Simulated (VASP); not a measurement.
# HPbNO4 (P1) in VASP: single point with PBE

Aim: the single point of HPbNO4 with PBE.

Everything below comes from runs of VASP 6.6.1. Logs are shortened: lines on timing, memory, paths and dates and some standing lists are left out, and cuts for length are marked.

### Step 1. The crystal as given

The typed cell holds 7 atoms: a = 3.857 Å, b = 4.338 Å, c = 5.984 Å, α = 81.87°, β = 83.26°, γ = 87.68°.

The cell was built by a generator and needn't be a form met in nature.

### Step 2. Single point, PBE

INCAR reads:

```
SYSTEM = HPbNO4
PREC     = Accurate       ! precision mode
ENCUT    = 520            ! plane-wave cutoff, eV
EDIFF    = 1E-6           ! SCF threshold, eV
ISMEAR   = -1             ! smearing method
SIGMA    = 0.05           ! smearing width, eV
LREAL    = .FALSE.        ! projectors in reciprocal space
LASPH    = .TRUE.         ! aspherical terms in the spheres
NELM     = 100            ! most SCF steps
ALGO     = Fast           ! electronic algorithm
ISIF     = 2              ! what is computed and relaxed
LWAVE    = .FALSE.        ! write WAVECAR
LCHARG   = .FALSE.        ! write CHGCAR
GGA      = PE             ! functional
NBANDS   = 31             ! bands
```

KPOINTS reads:

```
regular mesh
0
G
  7 6 5
  0 0 0
```

POSCAR reads:

```
HPbNO4
1.0
    3.8570700000      0.0017800000     -0.0365800000
    0.1735300000      4.3343600000     -0.0164700000
    0.7580300000      0.8387300000      5.8766200000
H Pb N O
1 1 1 4
Direct
    0.6151100000      0.8955900000      0.1984400000
    0.6459700000      0.4465100000      0.9168500000
    0.7147400000      0.2381000000      0.5005800000
    0.1695800000      0.4700700000      0.7776800000
    0.6291900000      0.9704500000      0.4984500000
    0.5642400000      0.9258300000      0.0384900000
    0.7802200000      0.4225000000      0.3195100000
```

Potentials or basis: VASP PAW PBE potentials, release 64 (H, Pb_d, N, O).

Launch:

```
cat potpaw_PBE.64/H/POTCAR potpaw_PBE.64/Pb_d/POTCAR potpaw_PBE.64/N/POTCAR potpaw_PBE.64/O/POTCAR > POTCAR
mpirun -np 1 vasp_std > vasp.out
```

OUTCAR:

```text
SYSTEM = HPbNO4
   PREC = Accurate
   ENCUT = 520
   EDIFF = 1E-6
   ISMEAR = -1
   LREAL = .FALSE.
   LASPH = .TRUE.
   NELM = 100
   ISIF = 2
   GGA = PE

 ion  position               nearest neighbor table
   1  0.615  0.896  0.198-   6 0.99
   2  0.646  0.447  0.917-   4 2.09   4 2.10   6 2.30   6 2.30   7 2.51   3 2.75
   3  0.715  0.238  0.501-   5 1.22   7 1.26   2 2.75
   4  0.170  0.470  0.778-   2 2.09   2 2.10
   5  0.629  0.970  0.498-   3 1.22
   6  0.564  0.926  0.038-   1 0.99   2 2.30   2 2.30
   7  0.780  0.422  0.320-   3 1.26   2 2.51

  LATTYP: Found a triclinic cell.
 ALAT       =     9.0022731292
 B/A-ratio  =     1.1034313029
 C/A-ratio  =     0.8320978899
 COS(alpha) =     0.0134657135
 COS(beta)  =     0.5861289562
 COS(gamma) =     0.8046043717

  Lattice vectors:

 A1 = (  -7.8876700000,  -4.3379200000,   0.0896300000)
 A2 = (  -7.1296400000,  -3.4991900000,   5.9662500000)
 A3 = (  -4.6151000000,  -0.8405100000,  -5.8400400000)

Analysis of symmetry for initial positions (statically):
=====================================================================
 Subroutine PRICEL returns:
 Original cell was already a primitive cell.

 Routine SETGRP: Setting up the symmetry group for a
 triclinic supercell.

 Subroutine GETGRP returns: Found  1 space group operations
 (whereof  1 operations were pure point group operations)
 out of a pool of  2 trial point group operations.

The static configuration has the point symmetry C_1 .

Analysis of symmetry for dynamics (positions and initial velocities):
=====================================================================
 Subroutine PRICEL returns:
 Original cell was already a primitive cell.

 Routine SETGRP: Setting up the symmetry group for a
 triclinic supercell.

 Subroutine GETGRP returns: Found  1 space group operations
 (whereof  1 operations were pure point group operations)
 out of a pool of  2 trial point group operations.

The dynamic configuration has the point symmetry C_1 .

 Subroutine INISYM returns: Found  1 space group operations
 (whereof  1 operations are pure point group operations),
 and found     1 'primitive' translations

[... 98 lines left out ...]
   ISPIN  =      1    spin polarized calculation?
   LNONCOLLINEAR =      F non collinear calculations
   LSORBIT =      F    spin-orbit coupling
   LASPH  =      T    aspherical Exc in radial PAW
   ENCUT  =  520.0 eV  38.22 Ry    6.18 a.u.   7.17  8.07 11.13*2*pi/ulx,y,z
   NELM   =    100;   NELMIN=  2; NELMDL= -5     # of ELM steps
   EDIFF  = 0.1E-05   stopping-criterion for ELM
   LREAL  =      F    real-space projection
   EDIFFG = 0.1E-04   stopping-criterion for IOM
   NSW    =      0    number of steps for IOM
   IBRION =     -1    ionic relax: 0-MD 1-quasi-New 2-CG
   NFREE  =      0    steps in history (QN), initial steepest desc. (CG)
   ISIF   =      2    stress and relaxation
   ISYM   =      2    0-nonsym 1-usesym 2-fastsym
   POTIM  = 0.5000    time-step for ionic-motion
   TEBEG  =    0.0;   TEEND  =   0.0 temperature during run
   PSTRESS=    0.0 pullay stress
   NELECT =      44.0000    total number of electrons
   NUPDOWN=      -1.0000    fix difference up-down
   EMIN   =  10.00;   EMAX   =-10.00  energy-range for DOS
   EFERMI =   0.00;   METHOD = LEGACY
   ISMEAR =    -1;   SIGMA  =   0.05  broadening in eV -4-tet -1-fermi 0-gaus
   EFERMI_NEDOS =   21; number of points for ismear=-14 and -15
   IALGO  =     68    algorithm
   IMIX   =      4    mixing-type and parameters
     AMIX     =   0.40;   BMIX     =  1.00
     AMIX_MAG =   1.60;   BMIX_MAG =  1.00
  volume/ion in A,a.u.               =      14.06        94.87
  Fermi-wavevector in a.u.,A,eV,Ry     =   1.251827  2.365609 21.321279  1.567070
  Thomas-Fermi vector in A             =   2.385756
   LORBIT       =      0    0 simple, 1 ext, 2 COOP (PROOUT), +10 PAW based schemes
   GGA     = PE    functional components
   LHFCALC =     F    Hartree Fock is set to
   AEXX    =    0.0000 exact exchange contribution
   IVDW    =     0    specifies the selected vdW correction
   LEPSILON=     F    determine dielectric tensor
   LRPA    =     F    only Hartree local field effects (RPA)
 non-spin polarized calculation
 RMM-DIIS sequential band-by-band and
  energy-cutoff  :      520.00
  volume of cell :       98.41
 maximum number of plane-waves:      2673
 NGX is ok and might be reduce to    30
   NGX = 15   NGY = 17   NGZ = 23

 number of electron      43.9999991 magnetization

 Free energy of the ion-electron system (eV)
  ---------------------------------------------------
  ext. energy  EPLUGINS =         0.00000000
  ---------------------------------------------------
  free energy    TOTEN  =       -38.65027132 eV

  energy without entropy =      -38.64933698  energy(sigma->0) =      -38.64980415

 E-fermi :   1.0174     XC(G=0):  -8.7843

 val. band max:        0.7988776699   @ k =  -0.4286  -0.3333   0.2000
 cond. band min:       1.1603759535   @ k =  -0.0000   0.0000   0.4000
 fundamental gap:      0.3614982836
 Fermi energy:         1.0174080335

 k-point     1 :       0.0000    0.0000    0.0000
  band No.  band energies     occupation
      1     -24.0631      2.00000
      2     -19.7038      2.00000
      3     -17.7132      2.00000
      4     -17.2224      2.00000
      5     -15.0653      2.00000
      6     -14.9652      2.00000
[... 805 lines left out ...]
     30      11.8704      0.00000
     31      12.7969      0.00000

 [... further k-points ...]
[... 5 lines left out ...]
  --------------------------------------------------------------------------------------
  -------------------------------------------------------------------------------------
  Total        0.0725575      0.7444475      0.3315194      0.2551541     -0.2623548     -0.0533337
  in kB        1.1812667     12.1199278      5.3972786      4.1540190     -4.2712499     -0.8682960
  external PRESSURE =       6.2328243 kB  Pullay stress =       0.0000000 kB

 VOLUME and BASIS-vectors are now :
 -----------------------------------------------------------------------------
  energy-cutoff  :      520.00
  volume of cell :       98.41
      direct lattice vectors                 reciprocal lattice vectors
     3.857070000  0.001780000 -0.036580000     0.258966393 -0.010489196 -0.031907234
     0.173530000  4.334360000 -0.016470000    -0.000418053  0.230606447 -0.032858965
     0.758030000  0.838730000  5.876620000     0.001610808  0.000581013  0.169875140

 POSITION                                       TOTAL-FORCE (eV/Angst)
 -----------------------------------------------------------------------------------
      2.67836      4.04934      1.12891         0.027166     -0.007956      0.096653
      3.26403      2.70547      5.35700        -0.001346      0.005333     -0.002783
      3.17757      1.45313      2.91165         0.132860      0.351995      0.303717
      1.32516      2.69002      4.55618        -0.001671     -0.000813     -0.021862
      2.97307      4.62546      2.89020        -0.189717     -0.593038      0.036648
      2.36615      4.04617      0.19030        -0.021547      0.002742     -0.073535
      3.32488      2.10064      1.84214         0.054256      0.241736     -0.338838
 -----------------------------------------------------------------------------------
    total drift:                                0.000413      0.000511     -0.002853

  FREE ENERGIE OF THE ION-ELECTRON SYSTEM (eV)
  ---------------------------------------------------
  free  energy   TOTEN  =       -38.6502713208 eV

  energy  without entropy=      -38.6493369792  energy(sigma->0) =      -38.64980415
```

OSZICAR:

```text
N       E                     dE             d eps       ncg     rms          rms(c)
DAV:   1     0.475037745005E+03    0.47504E+03   -0.22348E+04  6572   0.150E+03
DAV:   2     0.138954308994E+02   -0.46114E+03   -0.43165E+03  7324   0.418E+02
DAV:   3    -0.412793749458E+02   -0.55175E+02   -0.54027E+02  8604   0.154E+02
DAV:   4    -0.430620467337E+02   -0.17827E+01   -0.17756E+01  7884   0.310E+01
DAV:   5    -0.431304437625E+02   -0.68397E-01   -0.68367E-01  8878   0.593E+00    0.139E+01
RMM:   6    -0.389606529661E+02    0.41698E+01   -0.12069E+01  8252   0.191E+01    0.661E+00
RMM:   7    -0.387635022442E+02    0.19715E+00   -0.18877E+00  9410   0.120E+01    0.370E+00
RMM:   8    -0.386747760097E+02    0.88726E-01   -0.53272E-01  9846   0.441E+00    0.245E+00
RMM:   9    -0.386492522143E+02    0.25524E-01   -0.13197E-01  8672   0.298E+00    0.634E-01
RMM:  10    -0.386495052252E+02   -0.25301E-03   -0.39219E-02  9896   0.150E+00    0.195E-01
RMM:  11    -0.386500993102E+02   -0.59408E-03   -0.10791E-02 10323   0.703E-01    0.117E-01
RMM:  12    -0.386501569620E+02   -0.57652E-04   -0.13615E-03  9868   0.242E-01    0.531E-02
RMM:  13    -0.386502623214E+02   -0.10536E-03   -0.47336E-04  9209   0.131E-01    0.180E-02
RMM:  14    -0.386502652286E+02   -0.29072E-05   -0.11425E-04 10330   0.675E-02    0.111E-02
RMM:  15    -0.386502723071E+02   -0.70785E-05   -0.35207E-05  7985   0.368E-02    0.830E-03
RMM:  16    -0.386502710835E+02    0.12236E-05   -0.97640E-06  8536   0.204E-02    0.176E-03
RMM:  17    -0.386502713208E+02   -0.23733E-06   -0.25963E-06  6070   0.108E-02
   1 F= -.38650271E+02 E0= -.38649804E+02  d E =-.934342E-03
```

stdout:

```text
POSCAR found type information on POSCAR H PbN O
 POSCAR found :  4 types and       7 ions
 scaLAPACK will be used
 LDA part: xc-table for (Slater+PW92), standard interpolation
 POSCAR, INCAR and KPOINTS ok, starting setup
 FFT: planning ... GRIDC
 FFT: planning ... GRID_SOFT
 FFT: planning ... GRID
 WAVECAR not read
 entering main loop
```

Wall time 4.6 min (1 thread of Intel Xeon Platinum 8559C (Emerald Rapids), shared host); peak memory 0.42 GiB.

Results:

* Free energy: -38.6503 eV
* Pressure: 0.6 GPa
* Largest force: 0.624 eV/Å
* Band gap on the k mesh: 0.36 eV, indirect (least direct gap 0.59 eV)

Forces on the atoms (eV/Å):
```
H    0.027 -0.008  0.097
Pb  -0.001  0.005 -0.003
N    0.133  0.352  0.304
O   -0.002 -0.001 -0.022
O   -0.190 -0.593  0.037
O   -0.022  0.003 -0.074
O    0.054  0.242 -0.339
```

Stress tensor (GPa, compression positive):
```
 0.12  0.42 -0.09
 0.42  1.21 -0.43
-0.09 -0.43  0.54
```

Levels at points of the mesh, in eV from the valence-band top:
```
           k point  band 19  band 20  band 21  band 22  band 23  band 24  band 25  band 26
(0.00, 0.00, 0.00)    -1.59    -1.13    -0.96    -0.64     1.19     2.90     5.22     7.06
(0.00, 0.50, 0.00)    -1.33    -1.17    -0.87    -0.45     1.54     2.94     5.69     6.16
```

Caveat: the standard files for N, O and F lose accuracy on very short bonds; spin-orbit coupling is left out, which as a rule narrows the gap of such compounds by several tenths of an eV; an odd mesh through Γ misses points on the zone boundary, where band edges often lie.
